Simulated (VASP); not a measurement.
Data:

```xyz
9
Lattice="6.7247 0.0000 0.0000 -3.3623 5.8237 0.0000 0.0000 0.0000 3.5582" Properties=species:S:1:pos:R:3 pbc="T T T"
Ge     3.3623     1.9412     0.0000
Ge     0.0000     3.8825     0.0000
Ge     0.0000     0.0000     1.7791
Pt     4.1785     0.0000     1.7791
Pt     1.2731     2.2050     1.7791
Pt     4.6354     3.6187     1.7791
Pt    -0.9509     1.6470     0.0000
Pt     1.9018     0.0000     0.0000
Pt     2.4115     4.1768     0.0000
```

The numbers are results of r2SCAN meta-GGA, VASP's PBE PAW potentials (set 64) (plane waves; VASP), not measurements. Settings: 400 eV cut-off, 6×6×10 Γ-centred mesh, tetrahedra with Blöchl corrections, potentials Ge_d Pt.

The cores are frozen, which limits the accuracy of field gradients.

Task: Give the principal components of the electric field gradient (V/Å²) and the asymmetry η at each nucleus.

Result: 
| atom | Vxx | Vyy | Vzz | η |
|---|---|---|---|---|
| Ge1 | -47.0 | -47.0 | 94.0 | 0.00 |
| Ge2 | -47.0 | -47.0 | 94.0 | 0.00 |
| Ge3 | -11.9 | -11.9 | 23.8 | 0.00 |
| Pt4 | 43.9 | 42.6 | -86.5 | 0.01 |
| Pt5 | 43.9 | 42.6 | -86.5 | 0.01 |
| Pt6 | 43.9 | 42.6 | -86.5 | 0.01 |
| Pt7 | 25.6 | 21.3 | -46.9 | 0.09 |
| Pt8 | 25.6 | 21.3 | -46.9 | 0.09 |
| Pt9 | 25.6 | 21.3 | -46.9 | 0.09 |

The structure comes from a computed database's GePt2 entry (P-62m); how it stands against other phases isn't given here. It was relaxed first.
